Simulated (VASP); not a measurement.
Consider the following.

```
AuZn
1.0
    3.12704     0.00000     0.00000
    0.00000     3.12704     0.00000
    0.00000     0.00000     3.12704
Zn Au
1 1
Direct
  0.50000   0.50000   0.50000
  0.00000   0.00000   0.00000
```

Calculation: PBEsol GGA, VASP's PBE PAW potentials (set 64) (plane waves; VASP). Numerical set-up: 480 eV cut-off, 12×12×12 Γ-centred mesh, first-order Methfessel-Paxton smearing of 0.10 eV, potentials Zn Au.

Energy and stress use the plane-wave basis of the starting cell.

Problem. The ions, cell shape and volume at an external pressure of 15.0 GPa are relaxed. Which structure does the run end with?

Solution. 
```
AuZn
1.0
    3.04424     0.00000     0.00000
    0.00000     3.04424     0.00000
    0.00000     0.00000     3.04424
Zn Au
1 1
Cartesian
  1.52212   1.52212   1.52212
  0.00000   0.00000   0.00000
```
Space group Pm-3m (221), at a tolerance of 0.03 Å.

Problem. How do energy and volume change from the first to the last step?

Solution. The energy (σ→0) changes by +51.8 meV/atom and the volume by -7.7 %, in 4 ionic steps.

The compound is AuZn in the CsCl type structure. This run relaxes it under an external pressure of 15 GPa. Symmetry was kept, so distortions that lower it aren't found. The electron count is odd and the run is not spin-polarised, which forces a metal.
